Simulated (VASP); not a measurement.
A run of VASP 6.6.1:

The input INCAR:

```
PREC     = Accurate       # precision mode
ENCUT    = 300            # plane-wave cutoff, eV
EDIFF    = 1E-7           # SCF threshold, eV
ISMEAR   = 1              # smearing method
SIGMA    = 0.1            # smearing width, eV
LREAL    = F              # projectors in reciprocal space
LASPH    = T              # aspherical terms in the spheres
NELM     = 80             # most SCF steps
ALGO     = Normal         # electronic algorithm
ISIF     = 2              # what is computed and relaxed
LWAVE    = F              # write WAVECAR
LCHARG   = F              # write CHGCAR
GGA      = PE             # functional
IBRION   = 2              # ionic algorithm
NSW      = 40             # ionic steps
EDIFFG   = -0.01          # ionic threshold
```

File KPOINTS:

```
Automatic mesh
0
Gamma
  8 8 8
```

Contents of POSCAR:

```
Mo                                      
1.0
   -1.5956104577      1.5956104577      1.5956104577
    1.5956104577     -1.5956104577      1.5956104577
    1.5956104577      1.5956104577     -1.5956104577
  Mo            
     1
Direct
     0.0000000000000000    0.0000000000000000    0.0000000000000000
```

Potentials or basis: VASP PAW PBE potentials, release 64 (Mo).

Launch:

```bash
$ cat potpaw_PBE.64/Mo/POTCAR > POTCAR
$ mpirun -np 1 vasp_std > vasp.out
```

Hardware: 1 thread of Intel(R) Xeon(R) Platinum 8488C (Sapphire Rapids), on a shared host.

**Question.** Estimate the wall time of this run.

**Answer.** It took 3.7 s on 1 thread of Intel(R) Xeon(R) Platinum 8488C (Sapphire Rapids), with other jobs on the host, peak memory 0.11 GiB. Counts: scf iterations 14, k points 29, ion steps 1.
